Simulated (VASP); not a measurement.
Data:

```
ZrC
1.0
    0.00000     2.35000     2.35000
    2.35000     0.00000     2.35000
    2.35000     2.35000     0.00000
Zr C
1 1
Cartesian
  0.00000   0.00000   0.00000
  2.35000   2.35000   2.35000
```

Computed with AM05 GGA, VASP's PBE PAW potentials (set 64) (plane waves; VASP 6.6.1). Run with 520 eV cut-off, 12×12×12 Γ-centred mesh, first-order Methfessel-Paxton smearing of 0.10 eV, potentials Zr_sv C.

Energy and stress use the plane-wave basis of the starting cell.

Q: The ions, cell shape and volume are relaxed. Predict the relaxed structure.

A: 
```
ZrC
1.0
    0.00000     2.33339     2.33339
    2.33339     0.00000     2.33339
    2.33339     2.33339     0.00000
Zr C
1 1
Direct
  0.00000   0.00000   0.00000
  0.50000   0.50000   0.50000
```
Space group Fm-3m (225), at a tolerance of 0.03 Å.

Q: How do energy and volume change from the first to the last step?

A: The energy (σ→0) changes by -4.2 meV/atom and the volume by -2.1 %, in 3 ionic steps.

```
step  E(σ→0) (eV)  max force (eV/Å)  pressure (GPa)  volume (Å³)
----  -----------  ----------------  --------------  -----------
1        -20.0857             0.000           -4.81        25.96
2        -20.0702             0.000            8.91        24.52
3        -20.0941             0.000           -0.04        25.41
```

The compound is ZrC in the rock salt structure. This run relaxes it. Symmetry was kept, so distortions that lower it aren't found.
